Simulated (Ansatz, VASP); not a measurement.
# Cross-check of Ta2O5 between VASP and Ansatz

One calculation is typed for both programs; each brings its own data sets. How far apart do they land? The cell is taken from a series of runs on this material, whose earlier steps may have relaxed, scaled, displaced or heated it; both programs get it as it stands.

Calculated with Ansatz 0.2.0; plane waves, with VASP 6.6.1 beside it; single point at LDA.

## Step 1: The starting structure

It takes space group Pmmm (No. 47, orthorhombic). Conventional cell: a = 3.732 Å, b = 3.897 Å, c = 6.217 Å, α = 90.00°, β = 90.00°, γ = 90.00°. Nearest to Ta lie 6 O at 1.95 to 2.17 Å. Ta has 6 O at 1.87 to 2.00 Å nearest. O has 3 Ta at 2.00 to 2.17 Å nearest. Nearest to O lie 2 Ta at 1.95 Å. Nearest to O lie 2 Ta at 1.87 Å. O has 2 Ta at 1.95 Å nearest. Farther neighbours and most contacts between anions are not listed.

## Step 2: VASP: single point, LDA

With cell and atoms fixed, the geometry can't cause a difference; cores, projectors, grids and the points listed under the comparison can.

Lines of VASP's logs that name or quote its potential files are left out, and so is its time.

Contents of INCAR:

```
SYSTEM = Ta2O5
PREC = Accurate
ENCUT = 520
EDIFF = 1E-06
NELM = 120
ISMEAR = -1
SIGMA = 0.02
LREAL = .FALSE.
ALGO = Normal
GGA = PW92
NBANDS = 33
LASPH = .TRUE.
LORBIT = 11
LWAVE = .FALSE.
LCHARG = .FALSE.
ISIF = 2
GGA_COMPAT = .FALSE.
EFERMI = MIDGAP
KPAR = 2
```

Contents of POSCAR:

```
Ta2O5
1.0
    3.7321550000      0.0000000000      0.0000000000
    0.0000000000      3.8970000000      0.0000000000
    0.0000000000      0.0000000000      6.2170000000
Ta O
2 5
Direct
    0.5000000000      0.0000000000      0.5000000000
    0.0000000000      0.0000000000      1.0000000000
    0.0000000000      0.0000000000      0.3220942253
    0.0000000000      0.0000000000      0.6779057747
    0.5000000000      0.5000000000      0.5000000000
    0.5000000000      0.0000000000      1.0000000000
    0.0000000000      0.5000000000      1.0000000000
```

Contents of KPOINTS:

```
Automatic mesh
0
Gamma
6 6 4
0 0 0
```

Potentials, in the order of the species: Ta_pv and O (LDA family, release 64).

On the command line:

```bash
$ mpirun -np 2 vasp_std
```

Numbers of over 12 decimals in the logs are rounded to 6 here.

Output:

```text
[banner, memory and clock lines left out]
running    2 mpi-ranks, on    1 nodes
 distrk:  each k-point on    1 cores,    2 groups
 distr:  one band on    1 cores,    1 groups

 POSCAR found type information on POSCAR TaO
 POSCAR found :  2 types and       7 ions
|                                                                             |
|               ----> ADVICE to this user running VASP <----                  |
|                                                                             |
|     You enforced a specific xc type in the INCAR file but a different       |
|     [... a line on the potential file left out ...]
|     I HOPE YOU KNOW WHAT YOU ARE DOING!                                     |
|                                                                             |

 LDA part: xc-table for (Slater(with rela. corr.)+PW92), standard interpolation
 POSCAR, INCAR and KPOINTS ok, starting setup
 FFT: planning ... GRIDC
 FFT: planning ... GRID_SOFT
 FFT: planning ... GRID
 WAVECAR not read
 entering main loop
       N       E                     dE             d eps       ncg     rms          rms(c)
DAV:   1     0.456981331416E+03    0.45698E+03   -0.29367E+04  3168   0.157E+03
DAV:   2    -0.577223102152E+02   -0.51470E+03   -0.50127E+03  3968   0.430E+02
DAV:   3    -0.875919449474E+02   -0.29870E+02   -0.29753E+02  3899   0.108E+02
DAV:   4    -0.879595481776E+02   -0.36760E+00   -0.36712E+00  3783   0.132E+01
DAV:   5    -0.879652100685E+02   -0.56619E-02   -0.56598E-02  3838   0.155E+00    0.476E+01
DAV:   6    -0.727485544527E+02    0.15217E+02   -0.76545E+01  3660   0.531E+01    0.184E+01
DAV:   7    -0.720831084637E+02    0.66545E+00   -0.49319E+00  3743   0.134E+01    0.116E+01
DAV:   8    -0.718911693778E+02    0.19194E+00   -0.81966E-01  3854   0.640E+00    0.177E+00
DAV:   9    -0.718465049761E+02    0.44664E-01   -0.16546E-01  3844   0.234E+00    0.620E-01
DAV:  10    -0.718436461929E+02    0.28588E-02   -0.17855E-02  3639   0.741E-01    0.339E-01
DAV:  11    -0.718426803861E+02    0.96581E-03   -0.42028E-03  3839   0.450E-01    0.159E-01
DAV:  12    -0.718426371356E+02    0.43250E-04   -0.40021E-04  3601   0.128E-01    0.451E-02
DAV:  13    -0.718426204919E+02    0.16644E-04   -0.65508E-05  3934   0.621E-02    0.248E-02
DAV:  14    -0.718426211178E+02   -0.62598E-06   -0.10419E-05  3994   0.206E-02    0.624E-03
DAV:  15    -0.718426207635E+02    0.35438E-06   -0.26009E-06  3088   0.115E-02
   1 F= -.71842621E+02 E0= -.71842505E+02  d E =-.231703E-03
```

OUTCAR, selected parts (step 2):

```text
ion  position               nearest neighbor table
   1  0.500  0.000  0.500-   5 1.95   5 1.95   3 2.17   4 2.17   3 2.17   4 2.17
   2  0.000  0.000  0.000-   6 1.87   6 1.87   7 1.95   7 1.95   3 2.00   4 2.00
   3  0.000  0.000  0.322-   2 2.00   1 2.17   1 2.17
   4  0.000  0.000  0.678-   2 2.00   1 2.17   1 2.17
   5  0.500  0.500  0.500-   1 1.95   1 1.95
   6  0.500  0.000  0.000-   2 1.87   2 1.87
   7  0.000  0.500  0.000-   2 1.95   2 1.95

  LATTYP: Found a simple orthorhombic cell.
 ALAT       =     3.7321550000
 B/A-ratio  =     1.0441688515
 C/A-ratio  =     1.6657936233

 Subroutine GETGRP returns: Found  8 space group operations
 (whereof  8 operations were pure point group operations)

The static configuration has the point symmetry D_2h.

 Found     48 irreducible k-points:

   k-points           NKPTS =     48   k-points in BZ     NKDIM =     48   number of bands    NBANDS=     33

   dimension x,y,z NGX =    28 NGY =   30 NGZ =   48
   dimension x,y,z NGXF=    56 NGYF=   60 NGZF=   96

   ENCUT  =  520.0 eV  38.22 Ry    6.18 a.u.   6.94  7.25 11.56*2*pi/ulx,y,z

   NELECT =      52.0000    total number of electrons

 k-points in reciprocal lattice and weights: Automatic mesh
   0.00000000  0.00000000  0.00000000       0.007
   0.16666667  0.00000000  0.00000000       0.014
   0.33333333  0.00000000  0.00000000       0.014
   0.50000000  0.00000000  0.00000000       0.007
   0.00000000  0.16666667  0.00000000       0.014
   0.16666667  0.16666667  0.00000000       0.028
   0.33333333  0.16666667  0.00000000       0.028
   0.50000000  0.16666667  0.00000000       0.014
   0.00000000  0.33333333  0.00000000       0.014
[...]
0.33333333  0.50000000  0.50000000       0.014
   0.50000000  0.50000000  0.50000000       0.007

 average (electrostatic) potential at core
       1 -43.2642       2 -40.6456       3 -73.7915       4 -73.7915       5 -74.1527
       6 -73.5276       7 -72.2480

 E-fermi :   2.2847

 k-point     1 :       0.0000    0.0000    0.0000
  band No.  band energies     occupation
    ...
     22       0.1776      2.00000
     23       0.7252      2.00000
     24       1.3469      2.00000
     25       1.4145      2.00000
     26       1.4973      2.00000
     27       2.4281      0.00153
     28       2.8996      0.00000
     29       3.2630      0.00000
     30       4.2377      0.00000
     31       4.3890      0.00000
    ...

 k-point     2 :       0.1667    0.0000    0.0000
  band No.  band energies     occupation
    ...
     22      -0.3506      2.00000
     23       0.4776      2.00000
     24       1.1434      2.00000
     25       1.1585      2.00000
     26       1.3531      2.00000
     27       2.7077      0.00000
     28       3.0644      0.00000
     29       3.4011      0.00000
     30       5.1606      0.00000
     31       5.3669      0.00000
    ...

 k-point     3 :       0.3333    0.0000    0.0000
  band No.  band energies     occupation
    ...
     22      -0.6195      2.00000
     23       0.2119      2.00000
     24       0.7781      2.00000
     25       0.9815      2.00000
     26       1.2364      2.00000
     27       2.6048      0.00000
     28       2.6170      0.00000
     29       4.2043      0.00000
     30       5.6989      0.00000
     31       5.9387      0.00000
    ...

  Total       -6.0793353     -6.2072073      2.6441289      0.0000000      0.0000000      0.0000000
  in kB     -107.7198488   -109.9856144     46.8513668      0.0000000      0.0000000      0.0000000
  external PRESSURE =     -56.9513655 kB  Pullay stress =       0.0000000 kB

  energy-cutoff  :      520.00
  volume of cell :       90.42
      direct lattice vectors                 reciprocal lattice vectors
     3.732155000  0.000000000  0.000000000     0.267941712  0.000000000  0.000000000
     0.000000000  3.897000000  0.000000000     0.000000000  0.256607647  0.000000000
     0.000000000  0.000000000  6.217000000     0.000000000  0.000000000  0.160849284

 POSITION                                       TOTAL-FORCE (eV/Angst)
 -----------------------------------------------------------------------------------
      1.86608      0.00000      3.10850         0.000000      0.000000      0.000000
      0.00000      0.00000      0.00000         0.000000      0.000000      0.000000
      0.00000      0.00000      2.00246         0.000000      0.000000      0.031511
      0.00000      0.00000      4.21454         0.000000      0.000000     -0.031511
      1.86608      1.94850      3.10850         0.000000      0.000000      0.000000
      1.86608      0.00000      0.00000         0.000000      0.000000      0.000000
      0.00000      1.94850      0.00000         0.000000      0.000000      0.000000
 -----------------------------------------------------------------------------------
    total drift:                                0.000000      0.000000      0.000000

  FREE ENERGIE OF THE ION-ELECTRON SYSTEM (eV)
  ---------------------------------------------------
  free  energy   TOTEN  =       -71.8426207635 eV

  energy  without entropy=      -71.8423890606  energy(sigma->0) =      -71.84250491

 total charge
# of ion       s       p       d       tot
------------------------------------------
    1        0.295   6.258   1.908   8.461
    2        0.387   6.439   2.211   9.037
    3        1.551   3.481   0.000   5.033
    4        1.551   3.481   0.000   5.033
    5        1.562   3.463   0.000   5.025
    6        1.574   3.561   0.000   5.135
    7        1.559   3.498   0.000   5.057
--------------------------------------------------
tot          8.479  30.183   4.118  42.781

[... 3 further parts left out ...]
```

The run ends at a pressure of -5.70 GPa, with forces up to 0.032 eV/Å.

## Step 3: Ansatz: single point, LDA

Ansatz runs on its PAW soft_1 files.

The same cell, functional (in two slightly different forms), mesh and smearing now go to Ansatz, which takes its cutoff from its data sets.

Contents of input.yaml:

```yaml
crystal:
  lattice:
    - [3.732155, 0.0, 0.0]
    - [0.0, 3.897, 0.0]
    - [0.0, 0.0, 6.217]
  atoms:
    - { symbol: Ta, position: [0.5, 0.0, 0.5] }
    - { symbol: Ta, position: [0.0, 0.0, 0.0] }
    - { symbol: O, position: [0.0, 0.0, 0.3220942253] }
    - { symbol: O, position: [0.0, 0.0, 0.6779057747] }
    - { symbol: O, position: [0.5, 0.5, 0.5] }
    - { symbol: O, position: [0.5, 0.0, 0.0] }
    - { symbol: O, position: [0.0, 0.5, 0.0] }
kpoints:
  mp_grid: { grid: [6, 6, 4] }
  band_path:
    path:
      - [0.0, 0.0, 0.0]
      - [0.5, 0.0, 0.0]
      - [0.5, 0.5, 0.0]
      - [0.0, 0.5, 0.0]
      - [0.0, 0.0, 0.5]
      - [0.5, 0.0, 0.5]
      - [0.5, 0.5, 0.5]
      - [0.0, 0.5, 0.5]
    npoints: 1
hamiltonian:
  xc: lda
  pseudopotentials: { kind: paw, azcp: { folder: soft_1 }, xc_functional: pbe }
scf:
  occupations: { method: fermi_dirac, width: 0.02 }
  n_extra_bands: 6
output:
  eigenvalues: true
```

On the command line:

```bash
$ ansatz run input.yaml --threads 3 --pin off --max-ram 92160MiB --backend cuda --events-out ev --progress --plain --runs-dir out --devices 1 --max-vram 13GiB
```

Output:

```text
scf.n_extra_bands = 6 over 28 filled bands (N_el = 56.0): the run solves 34 bands
GPUs: using 1 of 1 available (devices: 1).
Engine: ansatz 0.2.0, x86_64-unknown-linux-gnu
Pseudopotentials: kind: paw
Pseudopotential: Ta, paw, valence charge 13, recommended cutoff 420 eV (normal), soft_1/Ta.paw.azcp
Pseudopotential: O, paw, valence charge 6, recommended cutoff 420 eV (normal), soft_1/O.paw.azcp
Functional definition: SPW92
  exchange = slater_x
  correlation = pw_c
device memory: the entry about to start is reckoned to put 2.5 GiB on a device that reports 41.7 GiB free (of which the cap on the GPU budget leaves the run 13.0 GiB)
GPU FFT provider: cuFFT
GPU libraries: cuBLAS 13.8.2, cuFFT 12.4.0, cuSOLVER 12.3.4
Crystal: 7 atoms, lattice volume = 90.421 Å³
Basis set: ecut = 420 eV, 1765 PW (Γ)
Bands: 34, of which v1, the nominal top of the filled ones, is band 28 counted from 1 (27 counted from 0)
Symmetry: 8 space group operations
Space group: Pmmm (ITA 47), of the structure as read, at distance tolerance 4.5e-5 Å
k-points: 48 of 144
Non-local potential: Ta, projectors of the file, l = 0: 3, l = 1: 2, l = 2: 2, l = 3: 1
Non-local potential: O, projectors of the file, l = 0: 2, l = 1: 2, l = 2: 1
PAW form: soft (Blöchl's): semilocal exchange-correlation on the pseudo side does not see the compensation charge
PAW frozen core: Ta, regenerated for the run's functional, and the local potential with it (the file was generated under x = pbe(κ = 0.804, μ = 0.219515), c = pbe(β = 0.066725))
PAW frozen core: O, regenerated for the run's functional, and the local potential with it (the file was generated under x = pbe(κ = 0.804, μ = 0.219515), c = pbe(β = 0.066725))
PAW one-centre angular grid: Ta, 590 points (default); XC on 64 Gauss nodes
PAW one-centre angular grid: O, 110 points (default); XC on 64 Gauss nodes
Initial density: superposition of atomic densities (chi_scale 0.1, normalization cell, long waves kept (reshape's long-wave potential 0.02 eV rms))
Initial wavefunctions: pseudopotential atomic-orbital guess
GPU buffer pool allocated for 30375 grid points (all kernels)
GPU transforms: local potential and band sums: pruned to the plane-wave sphere, on 25×27×45
Functional: x = slater, c = lda
SCF iter   1: F=—  HF=-22149.337861 eV  |F-HF|=—  |Δ(HF+E_count)|=         —  Δρ=6.96e-2  dr2=4.62e0  ethr=3.10e-3  ⟨swp⟩=6.0  Hψ=6103  notcnv=0
preconditioner: auto → Resta (q_TF=auto, 2.519 Å⁻¹)  ε∞=6.3  [insulator: Δε(μ)=2.371 eV  Ē_g=10.762 eV  σ=0.020 eV  W_gap=1.00  n_scr=20 (ndim 8)  ℏωp=24.7 eV  f_vac=0.014  D(μ)=0.00/eV (n_scr^D=0)  ε∞_Penn≈6.3]
SCF iter   2: F=—  HF=-22148.414414 eV  |F-HF|=—  |Δ(HF+E_count)|=   9.23e-1  Δρ=3.75e-2  dr2=9.63e-1  ethr=3.10e-3  ⟨swp⟩=2.0  Hψ=3099  notcnv=0  defer=72
SCF iter   3: F=—  HF=-22148.186375 eV  |F-HF|=—  |Δ(HF+E_count)|=   2.28e-1  Δρ=1.64e-2  dr2=2.95e-1  ethr=1.72e-3  ⟨swp⟩=2.8  Hψ=3102  notcnv=0  defer=24
SCF iter   4: F=—  HF=-22148.114126 eV  |F-HF|=—  |Δ(HF+E_count)|=   7.22e-2  Δρ=4.49e-3  dr2=1.99e-2  ethr=5.28e-4  ⟨swp⟩=2.1  Hψ=2813  notcnv=0  defer=24
SCF iter   5: F=—  HF=-22148.112765 eV  |F-HF|=—  |Δ(HF+E_count)|=   1.36e-3  Δρ=3.01e-3  dr2=6.89e-3  ethr=3.56e-5  ⟨swp⟩=2.1  Hψ=3035  notcnv=0  defer=24
SCF iter   6: F=—  HF=-22148.112069 eV  |F-HF|=—  |Δ(HF+E_count)|=   6.96e-4  Δρ=7.14e-4  dr2=6.18e-4  ethr=1.23e-5  ⟨swp⟩=2.0  Hψ=2749  notcnv=0  defer=24
SCF iter   7: F=—  HF=-22148.112159 eV  |F-HF|=—  |Δ(HF+E_count)|=   9.03e-5  Δρ=5.67e-4  dr2=3.11e-4  ethr=1.10e-6  ⟨swp⟩=2.0  Hψ=2412  notcnv=0  defer=24
SCF iter   8: F=—  HF=-22148.112061 eV  |F-HF|=—  |Δ(HF+E_count)|=   9.81e-5  Δρ=1.68e-4  dr2=3.18e-5  ethr=5.56e-7  ⟨swp⟩=2.0  Hψ=2305  notcnv=0  defer=24
SCF iter   9: F=—  HF=-22148.112137 eV  |F-HF|=—  |Δ(HF+E_count)|=   7.59e-5  Δρ=5.52e-5  dr2=2.91e-6  ethr=5.68e-8  ⟨swp⟩=2.0  Hψ=2425  notcnv=0  defer=23
SCF iter  10: F=—  HF=-22148.112139 eV  |F-HF|=—  |Δ(HF+E_count)|=   2.38e-6  Δρ=1.63e-5  dr2=2.72e-7  ethr=5.19e-9  ⟨swp⟩=2.0  Hψ=2212  notcnv=0  defer=23
SCF iter  11: F=—  HF=-22148.112139 eV  |F-HF|=—  |Δ(HF+E_count)|=   4.48e-8  Δρ=1.97e-5  dr2=2.92e-7  ethr=1.79e-10  ⟨swp⟩=5.8  Hψ=4368  notcnv=0
SCF iter  12: F=-22148.112139 eV  HF=-22148.112139 eV  |F-HF|=5.47e-9  |Δ(HF+E_count)|=   5.75e-8  Δρ=3.21e-6  dr2=1.01e-8  ethr=1.79e-10  ⟨swp⟩=1.1  Hψ=4426  notcnv=0
SCF 1 converged in 12 iterations: F = -22148.112139 eV  dr2 = 1.01e-8
  greatest PAW one-centre occupation: 0.999 electrons in one spin orbital (limit 2), on the Ta atom at site 1 (counted from 0), in its partial waves of l = 0
device memory: the entry about to start is reckoned to put 1.2 GiB on a device that reports 41.8 GiB free (of which the cap on the GPU budget leaves the run 13.0 GiB)
NSCF: frozen V_eff on 8 k-points
SCF converged after 12 iterations
Free energy (F): -22148.112139 eV
Harris-Foulkes:  -22148.112139 eV  (|F-HF|=5.47e-9)
Internal energy: -22148.112047 eV  (E = F + TS)
E sigma→0 (E₀):  -22148.112093 eV
Entropy (-TS):   -0.000092 eV (-0.013 meV/atom)
Fermi energy:    8.607013 eV
--- Per-component energies (eV) ---
  E_band       = -507.851248
  E_kinetic    = 1605.923894
  E_local      = -3744.923524  (includes V_loc(G=0)·N_el)
  E_nonlocal   = 264.216938
  E_hartree    = 1357.679094
  E_xc         = -981.265576
  E_vxc        = -910.755011  (∫ρ·V_xc dr)
  E_paw        = -16874.822983  (= ΣΔE_a)
  E_vpaw       = -437.674893  (= ΣTr[D̂ρ^β])
  E_aug_tail   = 0.004144  (compensation charges beyond the density's cutoff)
  E_ewald      = -3775.926637
  E_core_change = 1.002601  (= ΣΔE_core)
  E_smearing   = -0.000092  (= −TS)
  E_closure    = -0.000000  (closes the sum)
  Σ components = -22148.112139   (vs F -22148.112139, Δ=0.00e0)
--- Band table (eV; the first three rows and the last of 48) ---
  k-point 0: bands = [... 24 lower, 7.0291, 7.6437, 7.7121, 7.7993, 8.7667, 9.2285, 9.6056, 10.6032, ... 2 higher]
  k-point 1: bands = [... 24 lower, 6.4434, 7.3171, 7.6288, 7.7968, 9.2376, 9.2394, 9.7452, 10.7368, ... 2 higher]
  k-point 2: bands = [... 24 lower, 6.3374, 7.2022, 7.6158, 7.7948, 9.2469, 9.7114, 9.9071, 10.7216, ... 2 higher]
  k-point 47: bands = [... 24 lower, 5.2934, 6.1363, 7.6393, 8.5064, 9.3583, 11.5349, 11.8671, 12.6761, ... 2 higher]
```

Reading the cycles: dr2 is the Hartree energy of the density residual (eV), the measure of convergence; HF is the Harris–Foulkes estimate of the energy, which meets the free energy F at convergence.

## Step 4: Comparison

Known differences besides the potentials themselves: the data sets hold 56 valence electrons in Ansatz (on its PAW soft_1 files) and 52 in VASP; the cutoff is 420 eV in Ansatz and 520 eV in VASP; VASP's log shows a relativistic correction to its local exchange, Ansatz's none. Total energies have different zeros and are not compared.

The two programs side by side:

```csv
quantity,Ansatz,VASP,difference
gap on the k mesh (eV),0.197,0.150,+0.047
```

A gap on the mesh is an upper bound, since the band edges may lie between its points; neither run holds spin-orbit coupling, which can move the band edges of a compound of Ta.

## Step 5: Summary of results

```
difference in gap on the k mesh (single point, LDA) : 0.047 eV
```

The difference in gap on the k mesh is 0.047 eV (single point, LDA), within the 0.08 eV picked in this series as the mark of a large difference. The data sets hold unlike numbers of valence electrons (56 in Ansatz and 52 in VASP), so part of the differences comes from the potentials. Such differences can come from data sets, numerical settings and the points named under the comparisons, not from the functional's error against experiment.

[Lines on the potential files, build, host, timing and source positions are cut from VASP's logs without a mark.]

[Logs are printed without paths, hosts, clocks, repeated set-up lines and the standing remarks that a program may print on its own settings, such as how far it seeks lower states.]

[Hosts, paths, dates, database ids (printed as entryN), source tags and the programs' standing remarks are cut or masked in the printed files.]
